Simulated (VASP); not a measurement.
Runs of VASP 6.6.1 on Nb. Symmetry: Im-3m, No. 229, cubic system. The conventional cell has a = 3.318 Å, b = 3.318 Å, c = 3.318 Å, α = 90.00°, β = 90.00°, γ = 90.00°. Around Nb (site symmetry m-3m) lie 8 Nb at 2.87 Å. 

```csv
task,level,potentials or basis,cell,k mesh,cutoff (eV),mesh quality,gap on the mesh (eV),pressure (GPa),relaxed volume (Å³/atom)
single point,PBEsol,"VASP PAW PBE potentials, release 64 (Nb_sv)",as given,18 × 18 × 18,520,not flagged,none,-7.1,-
relaxation of cell and atoms,PBEsol,"VASP PAW PBE potentials, release 64 (Nb_pv)",relaxed,18 × 18 × 18,580,not flagged,none,0.0,17.75
relaxation of cell and atoms,PBEsol,"VASP PAW PBE potentials, release 64 (Nb_sv)",relaxed,18 × 18 × 18,600,not flagged,none,0.0,17.50
relaxation of cell and atoms,PBEsol,"VASP PAW PBE potentials, release 64 (Nb_sv)",relaxed,6 × 6 × 6,600,coarse,none,0.0,(a)
relaxation of cell and atoms,LDA,"VASP PAW LDA potentials, release 64 (Nb_sv)",relaxed,18 × 18 × 18,600,not flagged,none,0.0,17.12
relaxation of cell and atoms,PBEsol,"VASP PAW PBE potentials, release 64 (Nb_sv)",relaxed,18 × 18 × 18,480,not flagged,none,0.0,17.49
relaxation of cell and atoms,RPBE,"VASP PAW PBE potentials, release 64 (Nb_sv)",relaxed,18 × 18 × 18,600,not flagged,none,0.0,(b)
```

Alike in all rows: no spin polarisation; smearing gaussian 0.1 eV.

Problem. Fill in the values left out.

Solution. (a) 17.16; (b) 18.43.

Caveats: some runs use coarse meshes; the PAW data sets were made with another functional, which shifts forces and pressure a little (some runs).

A k mesh can miss the band edges, and the runs leave out spin-orbit coupling on Nb.

A gap of «none» marks a metal or a gap under the smearing width.

The runs don't all hold the same shells in valence.

Runs at the PBE level aren't shown here.
